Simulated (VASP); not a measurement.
An input for Ansatz (written as the equivalent of a VASP run, and not itself run):

Ansatz 0.2 input:
```yaml
crystal:
  lattice:
    - [3.2500000, 0.0000000, 0.0000000]
    - [0.0000000, 3.2500000, 0.0000000]
    - [0.0000000, 0.0000000, 3.2500000]
  atoms:
    - { symbol: In, position: [0.5000000, 0.5000000, 0.5000000] }
    - { symbol: Pd, position: [0.0000000, 0.0000000, 0.0000000] }
kpoints:
  mp_grid: { grid: [10, 10, 10] }
hamiltonian:
  xc: lda
  pseudopotentials: { kind: paw }
scf:
  occupations: { method: methfessel_paxton, width: 0.1 }
  max_iter: 100
relax:
  max_steps: 60
  f_tol: 0.01
  cell: {}
output: { forces: true, stress: true, eigenvalues: true }
```

Write the VASP files for the same calculation (LDA).

Several could match; the one computed here: 
**INCAR**
```
SYSTEM = PdIn
PREC = Accurate
ENCUT = 520
EDIFF = 1E-6
NELM = 100
ALGO = Normal
LREAL = .FALSE.
LASPH = .TRUE.
ISMEAR = 1
SIGMA = 0.1
LMAXMIX = 4
LWAVE = .FALSE.
LCHARG = .FALSE.
IBRION = 2
ISIF = 3
NSW = 60
EDIFFG = -0.01
```

### POSCAR
```
PdIn
1
    3.2500000000     0.0000000000     0.0000000000
    0.0000000000     3.2500000000     0.0000000000
    0.0000000000     0.0000000000     3.2500000000
In Pd
1 1
Direct
  0.5000000000   0.5000000000   0.5000000000
  0.0000000000   0.0000000000   0.0000000000
```

KPOINTS:
```
Automatic mesh
0
Gamma
10 10 10
0 0 0
```

POTCAR, in this order: In_d Pd (LDA.64 set). Program: vasp_std.

The two are equivalent in intent, not identical: each code has its own PAW files, so the cut-off isn't converted (ENCUT is set for VASP's; basis.ecutwfc is left out, and Ansatz then takes the one that its files recommend); Ansatz stops its SCF on the density residual and VASP on the energy change (EDIFF); Ansatz's lda is the Perdew-Wang form, while the LDA potentials of VASP carry Perdew-Zunger's.

The compound is PdIn in the CsCl type structure. This run relaxes it. Symmetry was kept, so distortions that lower it aren't found.
